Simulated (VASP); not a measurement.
```yaml
crystal:
  lattice:
    - [0.00000, 1.99068, 1.99068]
    - [1.99068, 0.00000, 1.99068]
    - [1.99068, 1.99068, 0.00000]
  atoms:
    - { symbol: H, position: [0.50000, 0.50000, 0.50000] }
    - { symbol: Rh, position: [0.00000, 0.00000, 0.00000] }
```

Method: PBEsol GGA, VASP's PBE PAW potentials (set 64) (plane waves; VASP). Numerical set-up: 400 eV cut-off, Gaussian smearing of 0.050 eV, potentials H Rh_pv.

Give the energies of bands 4 to 10 at the high-symmetry points, in eV from the Fermi level.

| band | Γ | X | U | L | W |
|---|---|---|---|---|---|
| 4 | -11.15 | -9.12 | -8.20 | -6.07 | -8.10 |
| 5 | -3.00 | -5.47 | -4.85 | -5.58 | -3.79 |
| 6 | -3.00 | -0.08 | -2.41 | -3.35 | -3.79 |
| 7 | -3.00 | 0.49 | -1.29 | -3.35 | -1.81 |
| 8 | -1.38 | 0.49 | -0.02 | 0.04 | 0.50 |
| 9 | -1.38 | 1.40 | 4.04 | 0.04 | 5.11 |
| 10 | 11.81 | 6.09 | 5.69 | 6.17 | 7.11 |

It has no gap at this level: it comes out as a metal or semimetal.

The structure comes from a computed database's HRh entry (Fm-3m); how it stands against other phases isn't given here. It was relaxed first.
